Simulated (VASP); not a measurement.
OSZICAR of a VASP run on Fe3Ge (space group Pm-3m):

### OSZICAR
```
       N       E                     dE             d eps       ncg     rms          rms(c)
DAV:   1     0.243719433696E+03    0.24372E+03   -0.11821E+04  2504   0.203E+03
DAV:   2    -0.456071204224E+01   -0.24828E+03   -0.23453E+03  2320   0.434E+02
DAV:   3    -0.348102766418E+02   -0.30250E+02   -0.28949E+02  2455   0.131E+02
DAV:   4    -0.356350858239E+02   -0.82481E+00   -0.82293E+00  2571   0.262E+01
DAV:   5    -0.356475116884E+02   -0.12426E-01   -0.12423E-01  2587   0.305E+00    0.228E+01
DAV:   6    -0.345741281194E+02    0.10734E+01   -0.23191E+01  2736   0.648E+01    0.113E+01
DAV:   7    -0.334872007068E+02    0.10869E+01   -0.48539E+00  2639   0.320E+01    0.628E+00
DAV:   8    -0.334259937890E+02    0.61207E-01   -0.21654E-01  2595   0.349E+00    0.228E+00
DAV:   9    -0.333897614814E+02    0.36232E-01   -0.44309E-02  3012   0.239E+00    0.638E-01
DAV:  10    -0.333859862478E+02    0.37752E-02   -0.35601E-03  2538   0.673E-01    0.195E-01
DAV:  11    -0.333856291810E+02    0.35707E-03   -0.34073E-04  2592   0.217E-01    0.679E-02
DAV:  12    -0.333856229956E+02    0.61854E-05   -0.29611E-05  2576   0.484E-02    0.349E-02
DAV:  13    -0.333856216468E+02    0.13488E-05   -0.47582E-06  2906   0.181E-02    0.154E-02
DAV:  14    -0.333856217334E+02   -0.86557E-07   -0.11847E-06  1632   0.164E-02
   1 F= -.33385622E+02 E0= -.33375999E+02  d E =-.192445E-01  mag=     6.0230
```

Which electronic solver shows in the log?

It is blocked Davidson (ALGO = Normal, or the opening steps of other solvers). The INCAR had ALGO = Normal.

How was spin treated?

Collinear spin (ISPIN = 2): the summary line carries one mag value, 6.02 μB in the cell.

Can the final energy be trusted as converged?

The calculation finished and met its thresholds. It stopped with EDIFF = 1E-6, NELM = 100 (LDA (Ceperley-Alder, Perdew-Zunger), plane waves, VASP's LDA PAW potentials (set 64)).  The run has a spin-polarised start.

The structure comes from a computed database's Fe3Ge entry (Pm-3m); how it stands against other phases isn't given here. The cell was not relaxed at this level, and its volume differs by -5.9 % from the start's.
